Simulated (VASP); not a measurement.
# Lu (relaxed from the fcc structure, space group Fm-3m): computed properties

Level of theory: PBEsol GGA, VASP's PBE PAW potentials (set 64) (plane waves; VASP).

```
Property                                                               Value
----------------------------------  ----------------------------------------
space group                                                      Fm-3m (225)
cell                                a = b = c = 4.7981 Å, α = β = γ = 90.00°
volume per atom                                                27.62 Å³/atom
band gap (over mesh and band path)  none (metal, semimetal or under 0.01 eV)
band gap with spin-orbit coupling                            none (metallic)
density                                                          10.52 g/cm³
```

```cif
data_Lu
_chemical_formula_sum 'Lu1'
_space_group_name_H-M_alt 'P 1'
_space_group_IT_number 1
_cell_length_a 3.39279
_cell_length_b 3.39279
_cell_length_c 3.39279
_cell_angle_alpha 60.000
_cell_angle_beta 60.000
_cell_angle_gamma 60.000
loop_
_space_group_symop_operation_xyz
  'x, y, z'
loop_
_atom_site_label
_atom_site_type_symbol
_atom_site_fract_x
_atom_site_fract_y
_atom_site_fract_z
_atom_site_occupancy
Lu1 Lu 0.00000 0.00000 0.00000 1
```

The structure was generated: Lu was put into the fcc type (Fm-3m), which need not be its known phase. It was relaxed first, which changed the volume by -7 %. Symmetry was kept, so distortions that lower it aren't found.
